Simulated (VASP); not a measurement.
Level of theory: PBE GGA with D3 dispersion (Becke-Johnson damping), VASP's PBE PAW potentials (set 64) (plane waves; VASP 6.6.1).

The input files of a VASP run:

INCAR:
```
ALGO = Normal
EDIFF = 1E-7
ENCUT = 520
GGA = PE
ISIF = 2
ISMEAR = -5
IVDW = 12
LASPH = T
LCHARG = T
LMAXMIX = 4
LORBIT = 11
LREAL = F
LWAVE = F
NEDOS = 601
NELM = 100
PREC = Accurate
SYSTEM = PdIn
```

File POSCAR:
```
PdIn
1
    3.2616350132     0.0000000000     0.0000000000
   -0.0000000000     3.2616350132     0.0000000000
    0.0000000000     0.0000000000     3.2616350132
In Pd
1 1
Direct
  0.5000000000   0.5000000000   0.5000000000
  0.0000000000   0.0000000000   0.0000000000
```

KPOINTS:
```
Automatic mesh
0
Gamma
13 13 13
0 0 0
```

POTCAR, in this order: In_d Pd (PBE.64 set). Program: vasp_std.

Unless said otherwise, spin-orbit coupling is left out, though it shifts the bands of the heavy elements here.

### Question
What does the run give for the energy per atom (σ→0), dispersion energy, band gap (on the k-mesh)?

### Answer

```json
{
 "energy per atom (σ→0)": "-4.903 eV/atom",
 "dispersion_energy": "-1.081 eV",
 "band gap (on the k-mesh)": "none (metal, semimetal or under 0.01 eV)"
}
```

**OSZICAR**
```
...
DAV:   7    -0.873289614361E+01    0.35982E-01   -0.73107E-02  3376   0.536E+00    0.138E+00
DAV:   8    -0.872634271378E+01    0.65534E-02   -0.19528E-02  2884   0.144E+00    0.388E-01
DAV:   9    -0.872562832736E+01    0.71439E-03   -0.19329E-03  3297   0.785E-01    0.525E-02
DAV:  10    -0.872562965738E+01   -0.13300E-05   -0.49401E-05  3410   0.116E-01    0.235E-02
DAV:  11    -0.872563303610E+01   -0.33787E-05   -0.49919E-06  2984   0.248E-02    0.303E-03
DAV:  12    -0.872563324920E+01   -0.21309E-06   -0.38787E-07  3220   0.653E-03    0.266E-03
DAV:  13    -0.872563319846E+01    0.50733E-07   -0.21492E-08  1673   0.172E-03
   1 F= -.98068382E+01 E0= -.98068382E+01  d E =0.000000E+00
```

The compound is PdIn in the CsCl type structure. It was relaxed first. The electron count is odd and the run is not spin-polarised, which forces a metal.
